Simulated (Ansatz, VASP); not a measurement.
## YB4 (YB4 (P4/mbm)): VASP beside Ansatz

Wanted: the spread between two codes on one cell, functional and k mesh. The cell is taken from a series of runs on this material, whose earlier steps may have relaxed, scaled, displaced or heated it; both programs get it as it stands.

Calculated with Ansatz 0.2.0; plane waves, with VASP 6.6.1 beside it; r2SCAN.

**1. Set-up**

The structure is tetragonal, space group P4/mbm (No. 127). Conventional cell: a = 7.104 Å, b = 7.104 Å, c = 4.019 Å, α = 90.00°, β = 90.00°, γ = 90.00°. Nearest to Y lie 18 B at 2.73 to 3.07 Å. Nearest to B lie 6 B at 1.72 to 2.56 Å and 4 Y at 2.74 to 2.82 Å. B has 6 B at 1.63 to 2.39 Å and 4 Y at 2.73 Å nearest. Nearest to B lie 5 B at 1.72 to 3.06 Å and 6 Y at 2.86 to 3.07 Å. Farther neighbours are not listed.

As a file:

```cif
data_structure
_symmetry_space_group_name_H-M 'P4/mbm'
_symmetry_Int_Tables_number 127
_cell_length_a 7.1041
_cell_length_b 7.1041
_cell_length_c 4.0190
_cell_angle_alpha 90.000
_cell_angle_beta 90.000
_cell_angle_gamma 90.000
_cell_volume 202.83
loop_
_atom_site_label
_atom_site_type_symbol
_atom_site_symmetry_multiplicity
_atom_site_Wyckoff_symbol
_atom_site_fract_x
_atom_site_fract_y
_atom_site_fract_z
_atom_site_occupancy
Y1 Y 4 g 0.68230 0.18230 0.00000 1
B1 B 8 j 0.46170 0.32422 0.50000 1
B2 B 4 e 0.00000 0.00000 0.20303 1
B3 B 4 h 0.08717 0.58717 0.50000 1
```

**2. VASP: relaxation of cell and atoms, r2SCAN**

The relaxed volume is the usual yardstick between codes: in a stiff, nearly cubic crystal its relative difference is about their pressure difference at one cell divided by the bulk modulus.

Lines of VASP's logs that name or quote its potential files are left out, and so is its time.

INCAR reads:

```
SYSTEM = YB4
PREC = Accurate
ENCUT = 550
EDIFF = 1E-07
NELM = 120
ISMEAR = -1
SIGMA = 0.05
LREAL = .FALSE.
ALGO = Normal
METAGGA = R2SCAN
LASPH = .TRUE.
NBANDS = 66
LORBIT = 11
LWAVE = .FALSE.
LCHARG = .FALSE.
ISIF = 3
IBRION = 2
NSW = 80
EDIFFG = -0.005
GGA_COMPAT = .FALSE.
NELMIN = 4
LMIXTAU = .TRUE.
KPAR = 4
```

POSCAR reads:

```
YB4
1.0
    7.1041180000      0.0000000000      0.0000000000
    0.0000000000      7.1041180000      0.0000000000
    0.0000000000      0.0000000000      4.0189610000
Y B
4 16
Direct
    0.6822952547      0.1822951139      0.0000000000
    0.8177048861      0.6822952547      0.0000000000
    0.1822951139      0.3177048861      0.0000000000
    0.3177048861      0.8177048861      0.0000000000
    0.4616971452      0.3242232181      0.5000001244
    0.5383028548      0.6757767819      0.5000001244
    0.3242232181      0.5383028548      0.5000001244
    0.6757767819      0.4616971452      0.5000001244
    0.0000000000      0.0000000000      0.2030348142
    0.5000000000      0.5000000000      0.7969651858
    0.0000000000      0.0000000000      0.7969651858
    0.5000000000      0.5000000000      0.2030348142
    0.0871698640      0.5871698640      0.5000001244
    0.4128302767      0.0871698640      0.5000001244
    0.5871698640      0.9128302767      0.5000001244
    0.9128302767      0.4128302767      0.5000001244
    0.1757767819      0.0383028548      0.5000001244
    0.9616971452      0.1757767819      0.5000001244
    0.0383028548      0.8242232181      0.5000001244
    0.8242232181      0.9616971452      0.5000001244
```

KPOINTS reads:

```
Automatic mesh
0
Gamma
6 6 10
0 0 0
```

Potentials, in the order of the species: Y_sv and B (PBE family, release 64).

Started as:

```bash
$ mpirun -np 4 vasp_std
```

Numbers of over 12 decimals in the logs are rounded to 6 here.

Output:

```text
[banner, memory and clock lines left out]
running    4 mpi-ranks, on    1 nodes
 distrk:  each k-point on    1 cores,    4 groups
 distr:  one band on    1 cores,    1 groups

 POSCAR found type information on POSCAR Y B
 POSCAR found :  2 types and      20 ions
|                                                                             |
|               ----> ADVICE to this user running VASP <----                  |
|                                                                             |
|     You have a (more or less) 'large supercell' and for larger cells it     |
|     might be more efficient to use real-space projection operators.         |
|     Therefore, try LREAL= Auto in the INCAR file.                           |
|     Mind: For very accurate calculation, you might also keep the            |
|     reciprocal projection scheme (i.e. LREAL=.FALSE.).                      |
|                                                                             |

|                                                                             |
|               ----> ADVICE to this user running VASP <----                  |
|                                                                             |
|     You enforced a specific xc type in the INCAR file but a different       |
|     [... a line on the potential file left out ...]
|     I HOPE YOU KNOW WHAT YOU ARE DOING!                                     |
|                                                                             |

 LDA part: xc-table for (None), standard interpolation
 POSCAR, INCAR and KPOINTS ok, starting setup
 FFT: planning ... GRIDC
 FFT: planning ... GRID_SOFT
 FFT: planning ... GRID
 WAVECAR not read
 entering main loop
       N       E                     dE             d eps       ncg     rms          rms(c)
DAV:   1     0.352770936103E+03    0.35277E+03   -0.46162E+04  7920   0.144E+03
DAV:   2    -0.207952200991E+03   -0.56072E+03   -0.53521E+03  9400   0.343E+02
DAV:   3    -0.244845378901E+03   -0.36893E+02   -0.36451E+02 11488   0.682E+01
DAV:   4    -0.247571590051E+03   -0.27262E+01   -0.27119E+01 12272   0.137E+01
DAV:   5    -0.247652618629E+03   -0.81029E-01   -0.80982E-01 10928   0.241E+00    0.489E+01
DAV:   6    -0.220633795254E+03    0.27019E+02   -0.26883E+01  9634   0.203E+01    0.376E+01
DAV:   7    -0.205564320713E+03    0.15069E+02   -0.17094E+01 10096   0.148E+01    0.166E+01
DAV:   8    -0.220889812705E+03   -0.15325E+02   -0.87334E+00  9292   0.107E+01    0.143E+01
DAV:   9    -0.212918180580E+03    0.79716E+01   -0.48486E+00 10020   0.846E+00    0.129E+01
DAV:  10    -0.211803590570E+03    0.11146E+01   -0.16529E+00 10344   0.523E+00    0.136E+00
DAV:  11    -0.211852653817E+03   -0.49063E-01   -0.15395E-01 11016   0.130E+00    0.288E+00
DAV:  12    -0.211912101485E+03   -0.59448E-01   -0.24980E-02  9588   0.612E-01    0.471E+00
DAV:  13    -0.211862668062E+03    0.49433E-01   -0.98073E-02  9852   0.127E+00    0.912E-01
DAV:  14    -0.211930579370E+03   -0.67911E-01   -0.49093E-02 11630   0.859E-01    0.337E+00
[...]
DAV:  22    -0.211946658155E+03    0.15091E-04   -0.13339E-05 12060   0.138E-02    0.812E-02
DAV:  23    -0.211946643150E+03    0.15004E-04   -0.17127E-05 10990   0.203E-02    0.535E-02
DAV:  24    -0.211946645028E+03   -0.18777E-05   -0.25674E-05 11384   0.177E-02    0.349E-02
DAV:  25    -0.211946645712E+03   -0.68427E-06   -0.43377E-06 10892   0.659E-03    0.321E-02
DAV:  26    -0.211946646080E+03   -0.36814E-06   -0.15658E-07  6878   0.204E-03    0.278E-02
DAV:  27    -0.211946646828E+03   -0.74738E-06   -0.13966E-06 10982   0.418E-03    0.541E-03
DAV:  28    -0.211946647244E+03   -0.41606E-06   -0.24998E-07  7646   0.222E-03    0.124E-03
DAV:  29    -0.211946647326E+03   -0.82298E-07   -0.32443E-08  4922   0.756E-04
   1 F= -.21194665E+03 E0= -.21193752E+03  d E =-.211947E+03
[...]
2 F= -.21194673E+03 E0= -.21193764E+03  d E =-.865845E-04
[...]
3 F= -.21194675E+03 E0= -.21193764E+03  d E =-.102350E-03
[...]
4 F= -.21194678E+03 E0= -.21193768E+03  d E =-.352373E-04
[...]
5 F= -.21194679E+03 E0= -.21193768E+03  d E =-.377004E-04
[...]
6 F= -.21194679E+03 E0= -.21193769E+03  d E =-.393755E-05
 trial-energy change:   -0.000004  1 .order   -0.000007   -0.000041    0.000027
 step:   0.5377(harm=  0.5980)  dis= 0.00019  next Energy=  -211.946798 (dE=-0.105E-04)
 bond charge predicted
       N       E                     dE             d eps       ncg     rms          rms(c)
DAV:   1    -0.211946793774E+03   -0.24475E-05   -0.76119E-04  7948   0.126E-01    0.180E-02
DAV:   2    -0.211946797395E+03   -0.36208E-05   -0.50449E-05  9806   0.268E-02    0.762E-03
DAV:   3    -0.211946797419E+03   -0.24146E-07   -0.25791E-06  9798   0.622E-03    0.289E-03
DAV:   4    -0.211946797613E+03   -0.19427E-06   -0.74177E-07  9812   0.330E-03    0.326E-03
DAV:   5    -0.211946797688E+03   -0.74861E-07   -0.51147E-08  5336   0.902E-04
   7 F= -.21194680E+03 E0= -.21193769E+03  d E =-.103114E-04
 curvature:  -0.49 expect dE=-0.298E-05 dE for cont linesearch -0.876E-07
 trial: gam= 0.09045 g(F)=  0.403E-05 g(S)=  0.207E-05 ort = 0.349E-05 (trialstep = 0.907E+00)
 search vector abs. value=  0.729E-05
 reached required accuracy - stopping structural energy minimisation
```

Parts of OUTCAR (step 2):

```text
ion  position               nearest neighbor table
   1  0.682  0.182  0.000-   9 2.73  11 2.73  10 2.73  12 2.73  20 2.74  20 2.74   5 2.74   5 2.74
                            18 2.82  18 2.82   8 2.82   8 2.82  15 2.86  14 2.86  15 2.86  14 2.86
   2  0.818  0.682  0.000-   9 2.73  11 2.73  10 2.73  12 2.73  19 2.74  19 2.74   8 2.74   8 2.74
                            20 2.82  20 2.82   6 2.82   6 2.82  13 2.86  16 2.86  13 2.86  16 2.86
   3  0.182  0.318  0.000-   9 2.73  10 2.73  11 2.73  12 2.73   7 2.74  18 2.74   7 2.74  18 2.74
                            17 2.82   5 2.82  17 2.82   5 2.82  16 2.86  13 2.86  16 2.86  13 2.86
   4  0.318  0.818  0.000-   9 2.73  10 2.73  11 2.73  12 2.73   6 2.74  17 2.74   6 2.74  17 2.74
                             7 2.82  19 2.82   7 2.82  19 2.82  14 2.86  15 2.86  14 2.86  15 2.86
   5  0.462  0.324  0.500-  14 1.72  10 1.75  12 1.75   8 1.81   7 1.81   1 2.74   1 2.74   3 2.82
                             3 2.82
   6  0.538  0.676  0.500-  15 1.72  10 1.75  12 1.75   8 1.81   7 1.81   4 2.74   4 2.74   2 2.82
                             2 2.82
   7  0.324  0.538  0.500-  13 1.72  10 1.75  12 1.75   6 1.81   5 1.81   3 2.74   3 2.74   4 2.82
                             4 2.82
   8  0.676  0.462  0.500-  16 1.72  10 1.75  12 1.75   6 1.81   5 1.81   2 2.74   2 2.74   1 2.82
                             1 2.82
   9  0.000  0.000  0.203-  11 1.63  17 1.75  18 1.75  19 1.75  20 1.75   2 2.73   1 2.73   4 2.73
                             3 2.73
  10  0.500  0.500  0.797-  12 1.63   6 1.75   7 1.75   8 1.75   5 1.75   4 2.73   3 2.73   2 2.73
                             1 2.73
  11  0.000  0.000  0.797-   9 1.63  17 1.75  18 1.75  19 1.75  20 1.75   2 2.73   1 2.73   4 2.73
                             3 2.73
  12  0.500  0.500  0.203-  10 1.63   6 1.75   7 1.75   8 1.75   5 1.75   4 2.73   3 2.73   2 2.73
                             1 2.73
  13  0.087  0.587  0.500-   7 1.72  19 1.72  16 1.75   3 2.86   2 2.86   3 2.86   2 2.86   4 3.07
                             4 3.07
  14  0.413  0.087  0.500-   5 1.72  17 1.72  15 1.75   1 2.86   4 2.86   1 2.86   4 2.86   3 3.07
                             3 3.07
  15  0.587  0.913  0.500-  20 1.72   6 1.72  14 1.75   1 2.86   4 2.86   1 2.86   4 2.86   2 3.07
                             2 3.07
  16  0.913  0.413  0.500-   8 1.72  18 1.72  13 1.75   3 2.86   2 2.86   3 2.86   2 2.86   1 3.07
                             1 3.07
  17  0.176  0.038  0.500-  14 1.72  11 1.75   9 1.75  18 1.81  19 1.81   4 2.74   4 2.74   3 2.82
                             3 2.82
  18  0.962  0.176  0.500-  16 1.72  11 1.75   9 1.75  17 1.81  20 1.81   3 2.74   3 2.74   1 2.82
                             1 2.82
  19  0.038  0.824  0.500-  13 1.72  11 1.75   9 1.75  17 1.81  20 1.81   2 2.74   2 2.74   4 2.82
                             4 2.82
  20  0.824  0.962  0.500-  15 1.72  11 1.75   9 1.75  18 1.81  19 1.81   1 2.74   1 2.74   2 2.82
                             2 2.82

  LATTYP: Found a simple tetragonal cell.
 ALAT       =     7.1041180000
 C/A-ratio  =     0.5657227259

 Subroutine GETGRP returns: Found 16 space group operations
 (whereof  8 operations were pure point group operations)

The static configuration has the point symmetry C_4h.
 The point group associated with its full space group is D_4h.

 Found     60 irreducible k-points:

   k-points           NKPTS =     60   k-points in BZ     NKDIM =     60   number of bands    NBANDS=     66

   dimension x,y,z NGX =    54 NGY =   54 NGZ =   32
   dimension x,y,z NGXF=   108 NGYF=  108 NGZF=   64

   ENCUT  =  550.0 eV  40.42 Ry    6.36 a.u.  13.58 13.58  7.69*2*pi/ulx,y,z

   NELECT =      92.0000    total number of electrons

 k-points in reciprocal lattice and weights: Automatic mesh
   0.00000000  0.00000000  0.00000000       0.003
   0.16666667  0.00000000  0.00000000       0.011
   0.33333333  0.00000000  0.00000000       0.011
   0.50000000  0.00000000  0.00000000       0.006
   0.16666667  0.16666667  0.00000000       0.011
   0.33333333  0.16666667  0.00000000       0.022
   0.50000000  0.16666667  0.00000000       0.011
   0.33333333  0.33333333  0.00000000       0.011
   0.50000000  0.33333333  0.00000000       0.011
[...]
0.50000000  0.33333333  0.50000000       0.011
   0.50000000  0.50000000  0.50000000       0.003

 average (electrostatic) potential at core
       1 -38.5829       2 -38.5829       3 -38.5829       4 -38.5829       5 -27.4837
       6 -27.4837       7 -27.4837       8 -27.4836       9 -27.4911      10 -27.4911
      11 -27.4912      12 -27.4911      13 -26.8050      14 -26.8050      15 -26.8050
      16 -26.8050      17 -27.4837      18 -27.4837      19 -27.4837      20 -27.4837

 E-fermi :   6.3155

 k-point     1 :       0.0000    0.0000    0.0000
  band No.  band energies     occupation
    ...
     43       3.5692      2.00000
     44       5.1262      2.00000
     45       5.1262      2.00000
     46       5.2452      2.00000
     47       5.8523      1.99981
     48       7.9858      0.00000
     49       7.9858      0.00000
     50       8.4550      0.00000
     51       9.2725      0.00000
     52       9.2725      0.00000
    ...

 k-point     2 :       0.1667    0.0000    0.0000
  band No.  band energies     occupation
    ...
     43       3.8693      2.00000
     44       4.9964      2.00000
     45       5.2563      2.00000
     46       5.2774      2.00000
     47       6.2820      1.32365
     48       7.4992      0.00000
     49       7.8136      0.00000
     50       8.2691      0.00000
     51       9.1440      0.00000
     52       9.1584      0.00000
    ...

 k-point     3 :       0.3333    0.0000    0.0000
  band No.  band energies     occupation
    ...
     42       4.1427      2.00000
     43       4.3982      2.00000
     44       5.1589      2.00000
     45       5.2445      2.00000
     46       5.4996      2.00000
     47       6.7593      0.00028
     48       6.7857      0.00017
     49       7.6486      0.00000
     50       7.9785      0.00000
     51       8.7133      0.00000
    ...

  Total        0.0177530      0.0177530      0.0150986      0.0000000     -0.0000000     -0.0000000
  in kB        0.1402781      0.1402781      0.1193037      0.0000000     -0.0000000     -0.0000000
  external PRESSURE =       0.1332866 kB  Pullay stress =       0.0000000 kB

  energy-cutoff  :      550.00
  volume of cell :      202.77
      direct lattice vectors                 reciprocal lattice vectors
     7.103328706  0.000000000  0.000000000     0.140779069  0.000000000 -0.000000000
     0.000000000  7.103328706  0.000000000     0.000000000  0.140779069 -0.000000000
     0.000000000  0.000000000  4.018550339    -0.000000000 -0.000000000  0.248845956

 POSITION                                       TOTAL-FORCE (eV/Angst)
 -----------------------------------------------------------------------------------
      4.84582      1.29415      0.00000        -0.002779     -0.002779      0.000000
      5.80918      4.84582      0.00000         0.002779     -0.002779      0.000000
      1.29415      2.25751      0.00000        -0.002779      0.002779      0.000000
      2.25751      5.80918      0.00000         0.002779      0.002779      0.000000
      3.27829      2.30300      2.00928         0.000870     -0.000980      0.000000
      3.82504      4.80033      2.00928        -0.000870      0.000980      0.000000
      2.30300      3.82504      2.00928        -0.000980     -0.000870      0.000000
      4.80033      3.27829      2.00928         0.000980      0.000870      0.000000
      0.00000      0.00000      0.81621         0.000000      0.000000     -0.001235
      3.55166      3.55166      3.20234         0.000000      0.000000      0.001235
      0.00000      0.00000      3.20234         0.000000      0.000000      0.001235
      3.55166      3.55166      0.81621         0.000000      0.000000     -0.001235
      0.61981      4.17147      2.00928         0.000482      0.000482      0.000000
      2.93186      0.61981      2.00928        -0.000482      0.000482      0.000000
      4.17147      6.48352      2.00928         0.000482     -0.000482      0.000000
      6.48352      2.93186      2.00928        -0.000482     -0.000482      0.000000
      1.24867      0.27338      2.00928         0.000980     -0.000870      0.000000
      6.82995      1.24867      2.00928         0.000870      0.000980      0.000000
      0.27338      5.85466      2.00928        -0.000870     -0.000980      0.000000
      5.85466      6.82995      2.00928        -0.000980      0.000870      0.000000
 -----------------------------------------------------------------------------------
    total drift:                                0.001131     -0.001607     -0.000570

  FREE ENERGIE OF THE ION-ELECTRON SYSTEM (eV)
  ---------------------------------------------------
  free  energy   TOTEN  =      -211.9467976879 eV

  energy  without entropy=     -211.9285911263  energy(sigma->0) =     -211.93769441

 reached required accuracy - stopping structural energy minimisation

 total charge
# of ion       s       p       d       f       tot
--------------------------------------------------
    1        2.135   6.361   1.051   0.071   9.618
    2        2.135   6.361   1.051   0.071   9.618
    3        2.135   6.361   1.051   0.071   9.618
    4        2.135   6.361   1.051   0.071   9.618
    5        0.705   1.342   0.000   0.000   2.047
    6        0.705   1.342   0.000   0.000   2.047
    7        0.705   1.342   0.000   0.000   2.047
    8        0.705   1.342   0.000   0.000   2.047
    9        0.725   1.431   0.000   0.000   2.156
   10        0.725   1.431   0.000   0.000   2.156
   11        0.725   1.431   0.000   0.000   2.156
   12        0.725   1.431   0.000   0.000   2.156
   13        0.683   1.249   0.000   0.000   1.932
   14        0.683   1.249   0.000   0.000   1.932
   15        0.683   1.249   0.000   0.000   1.932
   16        0.683   1.249   0.000   0.000   1.932
   17        0.705   1.342   0.000   0.000   2.047
   18        0.705   1.342   0.000   0.000   2.047
   19        0.705   1.342   0.000   0.000   2.047
   20        0.705   1.342   0.000   0.000   2.047
--------------------------------------------------
tot         19.817  46.897   4.203   0.283  71.200

[... 3 further parts left out ...]
```

CONTCAR:

```
YB4
   1.00000000000000
     7.1033287061867370    0.0000000000000000    0.0000000000000000
     0.0000000000000000    7.1033287061867370    0.0000000000000000
     0.0000000000000000    0.0000000000000000    4.0185503393573150
  Y               B
     4    16
Direct
     0.6821897867998913    0.1821896459998867    0.0000000000000000
     0.8178103540001133    0.6821897867998913    0.0000000000000000
     0.1821896459998867    0.3178103540001131    0.0000000000000000
     0.3178103540001131    0.8178103540001133    0.0000000000000000
     0.4615142074491339    0.3242138045130413    0.5000001244000032
     0.5384857925508660    0.6757861954869587    0.5000001244000032
     0.3242138045130413    0.5384857925508660    0.5000001244000032
     0.6757861954869587    0.4615142074491339    0.5000001244000032
     0.0000000000000000    0.0000000000000000    0.2031109821181579
     0.5000000000000000    0.5000000000000000    0.7968890178818422
     0.0000000000000000    0.0000000000000000    0.7968890178818422
     0.5000000000000000    0.5000000000000000    0.2031109821181579
     0.0872562730399818    0.5872562730399818    0.5000001244000032
     0.4127438676600210    0.0872562730399818    0.5000001244000032
     0.5872562730399818    0.9127438676600209    0.5000001244000032
     0.9127438676600209    0.4127438676600210    0.5000001244000032
     0.1757861954869588    0.0384857925508661    0.5000001244000032
     0.9615142074491340    0.1757861954869588    0.5000001244000032
     0.0384857925508661    0.8242138045130413    0.5000001244000032
     0.8242138045130413    0.9615142074491340    0.5000001244000032
```

(Part 1 of 2 ends here.)

[Lines on the potential files, build, host, timing and source positions are cut from VASP's logs without a mark.]

[Logs are printed without paths, hosts, clocks, repeated set-up lines and the standing remarks that a program may print on its own settings, such as how far it seeks lower states.]

[Hosts, paths, dates, database ids (printed as entryN), source tags and the programs' standing remarks are cut or masked in the printed files.]
